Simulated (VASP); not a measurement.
## PbTe: energy against volume

PbTe (rock salt, Fm-3m, 32.510 Å³/atom and stress up to 0.03 GPa in the relaxed cell, cube axes along x, y and z) under an equal strain ε along all three axes. LDA in VASP (plane waves, PAW), 480 eV, 8×8×8 Γ-centred mesh, Gaussian smearing 0.05 eV; ions are relaxed, or left where forces stay under 0.02 eV/Å, within the symmetry of each cell.

Here V stands for volume and E for E less E0.

```
volume (Å³/atom)  E less E0 (meV/atom)  pressure (GPa)
----------------  --------------------  --------------
29.6713                              ?               ?
30.5985                          19.98            3.44
31.0692                          11.19            2.49
31.5448                           5.01            1.61
32.0251                           1.33            0.79
32.5103                           0.00            0.03
33.0004                           0.91           -0.68
33.4954                           3.94           -1.34
33.9954                           8.98           -1.95
34.5002                          15.93           -2.52
```

Fit E of the 9 rows that show it with the third-order Birch-Murnaghan form, a cubic in V^(-2/3). With u = V^(-2/3) - 0.0982, the rows have u = 0.0040194, 0.0029843, 0.0019647, 0.0009607, -0.0000284, -0.0010028, -0.0019627, -0.0029087, -0.0038405. Least squares gives E = 0.007 + 259.1·u + 1159159·u² + 3166688·u³. Residuals (row less fit): -0.001, 0.002, -0.004, 0.001, -0.001, 0.000, 0.000, -0.003, 0.001; standard error 0.003 (degrees of freedom: 5). Its minimum lies at u = -0.0001118, so V0 = (0.0980882)^(-3/2) = 32.55. There d²E/du² = 2316000 and d³E/du³ = 1.900e7, so B0 = (4/9) × 32.55^(-7/3) × 2316000 × 0.160218 = 48.7 GPa (the last factor turns the table's units into GPa), and B0' = 4 + (2/3) × 0.0980882 × (1.900e7)/2316000 = 4.5. B0' rests on the cubic coefficient alone and has a standard error of 0.1 from these residuals.

Question: Estimate the missing E (V = 29.6713); what did the run itself give?

Answer: u = 0.0061379, so E = 0.007 + 259.1 × 0.0061379 + 1159159 × 0.0061379² + 3166688 × 0.0061379³ = 46.000 meV/atom. The calculation gives 46.02 meV/atom, 0.020 meV/atom above the prediction (0.0 % of the range of E in the table). The row lies outside the fitted rows, so this is an extrapolation. The scatter of the fitted rows lies at the last printed digit.

Spin-orbit coupling is left out, which can shift these values for the heavy elements here. Other structures, which can take over under pressure, weren't tried. The same form fitted to the pressure column gives B0' = 4.5; series where the two differ by over 0.4 aren't shown. Rows are the converged runs of the series near zero and its far end, less any whose ions stayed unrelaxed beside relaxed ones; series whose fitted rows scatter by over a few per cent of the range, as at a crossing or softening among them, aren't shown in this form.
